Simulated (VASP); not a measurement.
# CaZr (Pm-3m) in VASP: a series of runs

Runs on CaZr. Level: PBE. Tasks: single point, relaxation of cell and atoms.

Program: VASP 6.6.1. These are calculated values, not measurements. Logs are shortened: lines on timing, memory, paths and dates and some standing lists are left out, and cuts for length are marked.

## 1. The cell of the first run

Symmetry: Pm-3m, No. 221, cubic system. Conventional cell: a = 3.866 Å, b = 3.866 Å, c = 3.866 Å, α = 90.00°, β = 90.00°, γ = 90.00°. Ca (site symmetry m-3m) has 8 Zr at 3.35 Å as nearest neighbours. Zr (site symmetry m-3m) has 8 Ca at 3.35 Å as nearest neighbours.

The cell was built by a generator and needn't be a form met in nature.

## 2. Single point, PBE (species swapped into the TmMg type (Pm-3m, No. 221))

INCAR

```
PREC = Accurate ; ENCUT = 520
EDIFF = 1E-6 ; ISMEAR = 0
SIGMA = 0.1 ; LREAL = False
LASPH = True ; NELM = 100
ALGO = Fast ; ISIF = 2
LWAVE = False ; LCHARG = False
GGA = PE ; NBANDS = 18
```

KPOINTS

```
regular mesh
0
Gamma
  14 14 14
```

POSCAR

```
CaZr
1.0
    3.8659109527      0.0000000000      0.0000000000
    0.0000000000      3.8659109527      0.0000000000
    0.0000000000      0.0000000000      3.8659109527
Ca Zr
1 1
Direct
    0.5000000000      0.5000000000      0.5000000000
    0.0000000000      0.0000000000      0.0000000000
```

Potentials or basis: VASP PAW PBE potentials, release 64 (Ca_sv, Zr_sv).

Command:

```console
cat potpaw_PBE.64/Ca_sv/POTCAR potpaw_PBE.64/Zr_sv/POTCAR > POTCAR
mpirun -np 1 vasp_std > vasp.out
```

OUTCAR:

```text
PREC = Accurate
   ENCUT = 520
   EDIFF = 1E-6
   ISMEAR = 0
   LREAL = False
   LASPH = True
   NELM = 100
   ISIF = 2
   GGA = PE

 ion  position               nearest neighbor table
   1  0.500  0.500  0.500-   2 3.35   2 3.35   2 3.35   2 3.35   2 3.35   2 3.35   2 3.35   2 3.35

   2  0.000  0.000  0.000-   1 3.35   1 3.35   1 3.35   1 3.35   1 3.35   1 3.35   1 3.35   1 3.35

  LATTYP: Found a simple cubic cell.
 ALAT       =     3.8659109527

  Lattice vectors:

 A1 = (   3.8659109527,   0.0000000000,   0.0000000000)
 A2 = (   0.0000000000,   3.8659109527,   0.0000000000)
 A3 = (   0.0000000000,   0.0000000000,   3.8659109527)

Analysis of symmetry for initial positions (statically):
=====================================================================
 Subroutine PRICEL returns:
 Original cell was already a primitive cell.

 Routine SETGRP: Setting up the symmetry group for a
 simple cubic supercell.

 Subroutine GETGRP returns: Found 48 space group operations
 (whereof 48 operations were pure point group operations)
 out of a pool of 48 trial point group operations.

The static configuration has the point symmetry O_h .

Analysis of symmetry for dynamics (positions and initial velocities):
=====================================================================
 Subroutine PRICEL returns:
 Original cell was already a primitive cell.

 Routine SETGRP: Setting up the symmetry group for a
 simple cubic supercell.

 Subroutine GETGRP returns: Found 48 space group operations
 (whereof 48 operations were pure point group operations)
 out of a pool of 48 trial point group operations.

The dynamic configuration has the point symmetry O_h .

 Subroutine INISYM returns: Found 48 space group operations
 (whereof 48 operations are pure point group operations),
 and found     1 'primitive' translations

----------------------------------------------------------------------------------------

                                     Primitive cell

  volume of cell :      57.7771

  direct lattice vectors                    reciprocal lattice vectors
     3.865910953  0.000000000  0.000000000     0.258671245  0.000000000  0.000000000
     0.000000000  3.865910953  0.000000000     0.000000000  0.258671245  0.000000000
     0.000000000  0.000000000  3.865910953     0.000000000  0.000000000  0.258671245

  length of vectors
     3.865910953  3.865910953  3.865910953     0.258671245  0.258671245  0.258671245

  position of ions in fractional coordinates (direct lattice)
     0.500000000  0.500000000  0.500000000
     0.000000000  0.000000000  0.000000000

  ion indices of the primitive-cell ions
   primitive index   ion index
                 1           1
                 2           2

----------------------------------------------------------------------------------------

 KPOINTS: regular mesh

Automatic generation of k-mesh.
 Grid dimensions read from file:
 generate k-points for:   14   14   14

 Generating k-lattice:

  Cartesian coordinates                     Fractional coordinates (reciprocal lattice)
     0.018476518  0.000000000  0.000000000     0.071428571  0.000000000  0.000000000
     0.000000000  0.018476518  0.000000000     0.000000000  0.071428571  0.000000000
     0.000000000  0.000000000  0.018476518     0.000000000  0.000000000  0.071428571

  Length of vectors
     0.018476518  0.018476518  0.018476518

  Shift w.r.t. Gamma in fractional coordinates (k-lattice)
     0.000000000  0.000000000  0.000000000

 Subroutine IBZKPT returns following result:
 ===========================================

 Found    120 irreducible k-points:

 Following reciprocal coordinates:
            Coordinates               Weight
  0.000000  0.000000  0.000000      1.000000
  0.071429  0.000000  0.000000      6.000000
  0.142857  0.000000  0.000000      6.000000
  0.214286  0.000000  0.000000      6.000000
  0.285714  0.000000  0.000000      6.000000
  0.357143  0.000000  0.000000      6.000000
[... 16 lines left out ...]
  0.285714  0.214286  0.000000     24.000000
  0.357143  0.214286  0.000000     24.000000
 [... further k-points ...]
   k-points           NKPTS =    120   k-points in BZ     NKDIM =    120   number of bands    NBANDS=     18
   number of dos      NEDOS =    301   number of ions     NIONS =      2
   total plane-waves  NPLWV =  27000
   dimension x,y,z NGX =    30 NGY =   30 NGZ =   30
   dimension x,y,z NGXF=    60 NGYF=   60 NGZF=   60
   ions per type =               1   1
   NGX,Y,Z   is equivalent  to a cutoff of  12.90, 12.90, 12.90 a.u.
   NGXF,Y,Z  is equivalent  to a cutoff of  25.80, 25.80, 25.80 a.u.
 SYSTEM =  unknown system
   PREC   = accura    normal or accurate (medium, high low for compatibility)
   ISTART =      0    job   : 0-new  1-cont  2-samecut
   ICHARG =      2    charge: 1-file 2-atom 10-const
   ISPIN  =      1    spin polarized calculation?
   LNONCOLLINEAR =      F non collinear calculations
   LSORBIT =      F    spin-orbit coupling
   LASPH  =      T    aspherical Exc in radial PAW
   ENCUT  =  520.0 eV  38.22 Ry    6.18 a.u.   7.19  7.19  7.19*2*pi/ulx,y,z
   NELM   =    100;   NELMIN=  2; NELMDL= -5     # of ELM steps
   EDIFF  = 0.1E-05   stopping-criterion for ELM
   LREAL  =      F    real-space projection
   EDIFFG = 0.1E-04   stopping-criterion for IOM
   NSW    =      0    number of steps for IOM
   IBRION =     -1    ionic relax: 0-MD 1-quasi-New 2-CG
   NFREE  =      0    steps in history (QN), initial steepest desc. (CG)
   ISIF   =      2    stress and relaxation
   ISYM   =      2    0-nonsym 1-usesym 2-fastsym
   POTIM  = 0.5000    time-step for ionic-motion
   TEBEG  =    0.0;   TEEND  =   0.0 temperature during run
   PSTRESS=    0.0 pullay stress
   NELECT =      22.0000    total number of electrons
   NUPDOWN=      -1.0000    fix difference up-down
   EMIN   =  10.00;   EMAX   =-10.00  energy-range for DOS
   EFERMI =   0.00;   METHOD = LEGACY
   ISMEAR =     0;   SIGMA  =   0.10  broadening in eV -4-tet -1-fermi 0-gaus
   EFERMI_NEDOS =   21; number of points for ismear=-14 and -15
   IALGO  =     68    algorithm
   IMIX   =      4    mixing-type and parameters
     AMIX     =   0.40;   BMIX     =  1.00
     AMIX_MAG =   1.60;   BMIX_MAG =  1.00
  volume/ion in A,a.u.               =      28.89       194.95
  Fermi-wavevector in a.u.,A,eV,Ry     =   1.186581  2.242312 19.156640  1.407973
  Thomas-Fermi vector in A             =   2.322750
   LORBIT       =      0    0 simple, 1 ext, 2 COOP (PROOUT), +10 PAW based schemes
   GGA     = PE    functional components
   LHFCALC =     F    Hartree Fock is set to
   AEXX    =    0.0000 exact exchange contribution
   IVDW    =     0    specifies the selected vdW correction
   LEPSILON=     F    determine dielectric tensor
   LRPA    =     F    only Hartree local field effects (RPA)
 non-spin polarized calculation
 RMM-DIIS sequential band-by-band and
 Gauss-broadening in eV      SIGMA  =   0.10
  energy-cutoff  :      520.00
  volume of cell :       57.78
 maximum number of plane-waves:      1596
 NGX is ok and might be reduce to    30
   NGX = 15   NGY = 15   NGZ = 15

 number of electron      22.0000004 magnetization

 Free energy of the ion-electron system (eV)
  ---------------------------------------------------
  ext. energy  EPLUGINS =         0.00000000
  ---------------------------------------------------
  free energy    TOTEN  =        -9.21375760 eV

  energy without entropy =       -9.19895905  energy(sigma->0) =       -9.20635832

 E-fermi :   5.0383     XC(G=0):  -9.5719

 val. band max:        5.0370423883   @ k =   0.3571   0.3571   0.2143
 cond. band min:       5.0436171540   @ k =   0.4286   0.2857   0.0714
 fundamental gap:      0.0065747657
 Fermi energy:         5.0382783111

 k-point     1 :       0.0000    0.0000    0.0000
  band No.  band energies     occupation
      1     -44.2947      2.00000
      2     -35.4473      2.00000
      3     -22.2589      2.00000
      4     -22.2589      2.00000
      5     -22.2589      2.00000
      6     -16.4596      2.00000
[... 10 lines left out ...]
     17      10.6777      0.00000
     18      10.6841      0.00000

 k-point     2 :       0.0714    0.0000    0.0000
  band No.  band energies     occupation
      1     -44.2945      2.00000
      2     -35.4470      2.00000
      3     -22.2625      2.00000
      4     -22.2584      2.00000
      5     -22.2584      2.00000
      6     -16.4651      2.00000
[... 10 lines left out ...]
     17      10.1726      0.00000
     18      10.1744      0.00000

 k-point     3 :       0.1429    0.0000    0.0000
  band No.  band energies     occupation
      1     -44.2939      2.00000
      2     -35.4463      2.00000
      3     -22.2728      2.00000
      4     -22.2571      2.00000
      5     -22.2571      2.00000
      6     -16.4806      2.00000
[... 10 lines left out ...]
     17       9.5993      0.00000
     18       9.6021      0.00000

 k-point     4 :       0.2143    0.0000    0.0000
  band No.  band energies     occupation
      1     -44.2931      2.00000
      2     -35.4453      2.00000
      3     -22.2875      2.00000
      4     -22.2552      2.00000
      5     -22.2552      2.00000
      6     -16.5028      2.00000
[... 375 lines left out ...]
      4     -22.2832      2.00000
      5     -22.2519      2.00000
      6     -16.5048      2.00000
[... 10 lines left out ...]
     17       8.8784      0.00000
     18       8.9679      0.00000

 k-point    23 :       0.2857    0.2143    0.0000
  band No.  band energies     occupation
      1     -44.2906      2.00000
      2     -35.4418      2.00000
      3     -22.3027      2.00000
      4     -22.2838      2.00000
      5     -22.2500      2.00000
      6     -16.5218      2.00000
[... 10 lines left out ...]
     17       8.8533      0.00000
     18       9.0747      0.00000

 k-point    24 :       0.3571    0.2143    0.0000
  band No.  band energies     occupation
      1     -44.2898      2.00000
      2     -35.4407      2.00000
      3     -22.3179      2.00000
      4     -22.2828      2.00000
      5     -22.2483      2.00000
      6     -16.5404      2.00000
[... 10 lines left out ...]
     17       8.7304      0.00000
     18       9.2565      0.00000

 [... further k-points ...]

------------------------ aborting loop because EDIFF is reached ----------------------------------------

  FORCE on cell =-STRESS in cart. coord.  units (eV):
  Direction    XX          YY          ZZ          XY          YZ          ZX
  --------------------------------------------------------------------------------------
  -------------------------------------------------------------------------------------
  Total        0.0179579      0.0179579      0.0179579      0.0000000      0.0000000     -0.0000000
  in kB        0.4979775      0.4979775      0.4979775      0.0000000      0.0000000     -0.0000000
  external PRESSURE =       0.4979775 kB  Pullay stress =       0.0000000 kB

 VOLUME and BASIS-vectors are now :
 -----------------------------------------------------------------------------
  energy-cutoff  :      520.00
  volume of cell :       57.78
      direct lattice vectors                 reciprocal lattice vectors
     3.865910953  0.000000000  0.000000000     0.258671245  0.000000000  0.000000000
     0.000000000  3.865910953  0.000000000     0.000000000  0.258671245  0.000000000
     0.000000000  0.000000000  3.865910953     0.000000000  0.000000000  0.258671245

 POSITION                                       TOTAL-FORCE (eV/Angst)
 -----------------------------------------------------------------------------------
      1.93296      1.93296      1.93296         0.000000      0.000000      0.000000
      0.00000      0.00000      0.00000         0.000000      0.000000      0.000000
 -----------------------------------------------------------------------------------
    total drift:                                0.000000      0.000000      0.000000

  FREE ENERGIE OF THE ION-ELECTRON SYSTEM (eV)
  ---------------------------------------------------
  free  energy   TOTEN  =        -9.2137575955 eV

  energy  without entropy=       -9.1989590500  energy(sigma->0) =       -9.20635832
```

Run time: 4.7 min. Hardware: 1 thread of Intel Xeon Platinum 8375C at 2.90GHz (Ice Lake), shared host; peak memory 0.26 GiB.

Results:

* Free energy: -9.2138 eV
* Pressure: 0.0 GPa
* Band gap on the k mesh: none (metal or under the smearing width)

## 3. Relaxation of cell and atoms, PBE (species swapped into the TmMg type (Pm-3m, No. 221))

INCAR

```
SYSTEM = CaZr
ALGO     = Fast           ! electronic algorithm
EDIFF    = 1E-6           ! SCF threshold, eV
EDIFFG   = -0.01          ! ionic threshold
ENCUT    = 600            ! plane-wave cutoff, eV
GGA      = PE             ! functional
IBRION   = 2              ! ionic algorithm
ISIF     = 3              ! what is computed and relaxed
ISMEAR   = 0              ! smearing method
LASPH    = .True.         ! aspherical terms in the spheres
LCHARG   = .False.        ! write CHGCAR
LREAL    = .False.        ! projectors in reciprocal space
LWAVE    = .False.        ! write WAVECAR
NELM     = 80             ! most SCF steps
NSW      = 100            ! ionic steps
PREC     = Accurate       ! precision mode
SIGMA    = 0.1            ! smearing width, eV
```

KPOINTS

```
k-points
0
Gamma
  14 14 14
  0 0 0
```

POSCAR

```
CaZr
1.0
    3.8762531388      0.0000000000      0.0000000000
    0.0000000000      3.8762531388      0.0000000000
    0.0000000000      0.0000000000      3.8762531388
Ca Zr
1 1
Direct
    0.5000000000      0.5000000000      0.5000000000
    0.0000000000      0.0000000000      0.0000000000
```

Potentials or basis: VASP PAW PBE potentials, release 64 (Ca_sv, Zr_sv).

Command:

```console
cat potpaw_PBE.64/Ca_sv/POTCAR potpaw_PBE.64/Zr_sv/POTCAR > POTCAR
mpirun -np 1 vasp_std > vasp.out
```

Run time: 6.5 min. Hardware: 1 thread of Intel Xeon Platinum 8375C at 2.90GHz (Ice Lake), shared host; peak memory 0.29 GiB.

It converged, with:

* Free energy: -9.2137 eV
* Relaxed volume: 28.91 Å³/atom
* Relaxed cell: a = 3.867 Å, b = 3.867 Å, c = 3.867 Å, α = 90.00°, β = 90.00°, γ = 90.00°
* Space group after relaxing (to 0.05 Å): Pm-3m (No. 221)
* Energy gained by relaxing: 0.2 meV/atom
* Ionic steps: 2
* Pressure after relaxing: 0.0 GPa
* Band gap on the k mesh: none (metal or under the smearing width)

The path:
```tsv
step	energy change (eV)	largest force (eV/Å)	pressure (GPa)	volume (Å³)
1	0.0000	0.0000	-0.27	58.24
2	-0.0003	0.0000	0.05	57.83
```

Final structure:
```
CELL_PARAMETERS angstrom
3.86703 0.00000 0.00000
0.00000 3.86703 0.00000
0.00000 0.00000 3.86703
ATOMIC_POSITIONS crystal
Ca 0.50000 0.50000 0.50000
Zr 0.00000 0.00000 0.00000
```

Levels at points of the mesh, in eV from the Fermi level:
| k point | band 7 | band 8 | band 9 | band 10 | band 11 | band 12 | band 13 | band 14 | band 15 |
| --- | --- | --- | --- | --- | --- | --- | --- | --- | --- |
| (0.00, 0.00, 0.00) | -21.50 | -21.50 | -4.72 | -1.36 | -1.36 | 1.51 | 1.51 | 1.51 | 4.05 |
| (0.50, 0.00, 0.00) | -21.50 | -21.50 | -2.44 | -1.67 | -0.34 | 0.95 | 0.95 | 1.96 | 3.20 |
| (0.50, 0.50, 0.00) | -21.58 | -21.49 | -1.79 | -1.76 | 0.28 | 0.28 | 0.88 | 0.88 | 2.99 |
| (0.50, 0.50, 0.50) | -21.59 | -21.59 | -0.66 | -0.66 | -0.66 | 0.78 | 0.78 | 0.78 | 2.94 |

## 4. Single point, PBE (species swapped into the TmMg type (Pm-3m, No. 221))

INCAR

```
SYSTEM = CaZr
  ALGO = Normal
  EDIFF = 1E-6
  ENCUT = 520
  GGA = PE
  ISIF = 2
  ISMEAR = 0
  LASPH = .TRUE.
  LCHARG = .FALSE.
  LREAL = .FALSE.
  LWAVE = .FALSE.
  NBANDS = 18
  NELM = 100
  PREC = Accurate
  SIGMA = 0.1
```

KPOINTS

```
k-points
0
G
  4 4 4
  0 0 0
```

POSCAR is that of step 3.

Command:

```console
cat potpaw_PBE.64/Ca_sv/POTCAR potpaw_PBE.64/Zr_sv/POTCAR > POTCAR
mpirun -np 1 vasp_std > vasp.out
```

It took 21 s on 1 thread of Intel Xeon Platinum 8375C at 2.90GHz (Ice Lake), shared host; peak memory 0.17 GiB.

The run converged. Its results:

```
Free energy            : -9.2072 eV
Pressure               : 0.0 GPa
Band gap on the k mesh : none (metal or under the smearing width)
```

Levels at points of the mesh, in eV from the Fermi level:
| k point | band 7 | band 8 | band 9 | band 10 | band 11 | band 12 | band 13 | band 14 | band 15 | band 16 |
| --- | --- | --- | --- | --- | --- | --- | --- | --- | --- | --- |
| (0.00, 0.00, 0.00) | -21.45 | -21.45 | -4.65 | -1.28 | -1.28 | 1.56 | 1.56 | 1.56 | 4.09 | 4.09 |
| (0.50, 0.00, 0.00) | -21.45 | -21.45 | -2.37 | -1.60 | -0.27 | 1.00 | 1.00 | 2.03 | 2.10 | 3.11 |
| (0.50, 0.50, 0.00) | -21.53 | -21.44 | -1.72 | -1.69 | 0.34 | 0.34 | 0.93 | 0.93 | 2.89 | 3.01 |
| (0.50, 0.50, 0.50) | -21.54 | -21.54 | -0.60 | -0.60 | -0.60 | 0.84 | 0.84 | 0.84 | 2.96 | 2.96 |

Caveat: the k mesh is coarse (spacing up to 0.41 Å⁻¹), so the values aren't converged.

## 5. Relaxation of cell and atoms, PBE (species swapped into the TmMg type (Pm-3m, No. 221))

INCAR

```
SYSTEM = CaZr
PREC = Accurate
ENCUT = 600
EDIFF = 1E-6
ISMEAR = 0
SIGMA = 0.1
LREAL = .FALSE.
LASPH = .TRUE.
NELM = 60
ALGO = Normal
ISIF = 3
LWAVE = .FALSE.
LCHARG = .FALSE.
GGA = PE
IBRION = 2
NSW = 90
EDIFFG = -0.04
```

KPOINTS

```
Automatic mesh
0
G
  4 4 4
  0 0 0
```

POSCAR

```
CaZr
1.0
    3.7502781300      0.0000000000      0.0000000000
    0.0000000000      3.7502781300      0.0000000000
    0.0000000000      0.0000000000      3.7502781300
Ca Zr
1 1
Direct
    0.5000000000      0.5000000000      0.5000000000
    0.0000000000      0.0000000000      0.0000000000
```

Command:

```console
cat potpaw_PBE.64/Ca_sv/POTCAR potpaw_PBE.64/Zr_sv/POTCAR > POTCAR
mpirun -np 1 vasp_std > vasp.out
```

Wall time 36 s (1 thread of Intel Xeon Platinum 8375C at 2.90GHz (Ice Lake), shared host); peak memory 0.16 GiB.

It converged, with:

```yaml
Free_energy: -9.2057 eV
Relaxed_volume: 29.09 Å³/atom
Relaxed_cell: a = 3.875 Å, b = 3.875 Å, c = 3.875 Å, α = 90.00°, β = 90.00°, γ = 90.00°
Space_group_after_relaxing_to_0.05_Å: Pm-3m (No. 221)
Energy_gained_by_relaxing: 40.3 meV/atom
Ionic_steps: 3
Pressure_after_relaxing: 0.0 GPa
Band_gap_on_the_k_mesh: none (metal or under the smearing width)
```

Step by step:
```tsv
step	energy change (eV)	largest force (eV/Å)	pressure (GPa)	volume (Å³)
1	0.0000	0.0000	5.11	52.75
2	-0.0772	0.0000	-0.88	59.43
3	-0.0806	0.0000	0.02	58.17
```

Final structure:
```
Ca Zr
1.0
     3.87470    0.00000    0.00000
     0.00000    3.87470    0.00000
     0.00000    0.00000    3.87470
Ca Zr
1 1
Cartesian
  1.9373 1.9373 1.9373
  0.0000 0.0000 0.0000
```

Levels at points of the mesh, in eV from the Fermi level:
| k point | band 7 | band 8 | band 9 | band 10 | band 11 | band 12 | band 13 | band 14 | band 15 |
| --- | --- | --- | --- | --- | --- | --- | --- | --- | --- |
| (0.00, 0.00, 0.00) | -21.45 | -21.45 | -4.65 | -1.28 | -1.28 | 1.56 | 1.56 | 1.56 | 4.09 |
| (0.50, 0.00, 0.00) | -21.45 | -21.45 | -2.37 | -1.60 | -0.27 | 1.00 | 1.00 | 2.03 | 2.10 |
| (0.50, 0.50, 0.00) | -21.53 | -21.44 | -1.72 | -1.69 | 0.34 | 0.34 | 0.93 | 0.93 | 2.90 |
| (0.50, 0.50, 0.50) | -21.53 | -21.53 | -0.60 | -0.60 | -0.60 | 0.84 | 0.84 | 0.84 | 2.97 |

Caveat: the k mesh is coarse (spacing up to 0.42 Å⁻¹), so the values aren't converged.

## 6. The runs side by side

```csv
task,cell,k mesh,cutoff (eV),mesh quality,gap on the mesh (eV),pressure (GPa),relaxed volume (Å³/atom)
single point,"species swapped into the TmMg type (Pm-3m, No. 221)",14 × 14 × 14,520,not flagged,none,0.0,-
relaxation of cell and atoms,"relaxed from: species swapped into the TmMg type (Pm-3m, No. 221)",14 × 14 × 14,600,not flagged,none,0.0,28.91
single point,"species swapped into the TmMg type (Pm-3m, No. 221)",4 × 4 × 4,520,coarse,none,0.0,-
relaxation of cell and atoms,"relaxed from: species swapped into the TmMg type (Pm-3m, No. 221)",4 × 4 × 4,600,coarse,none,0.0,29.09
```

Alike in all rows: level PBE; potentials or basis VASP PAW PBE potentials, release 64 (Ca_sv, Zr_sv); no spin polarisation; smearing gaussian 0.1 eV.

Caveats: some runs use coarse meshes.

Total energies depend on the potentials used, so only differences within one code and one set of settings carry meaning.
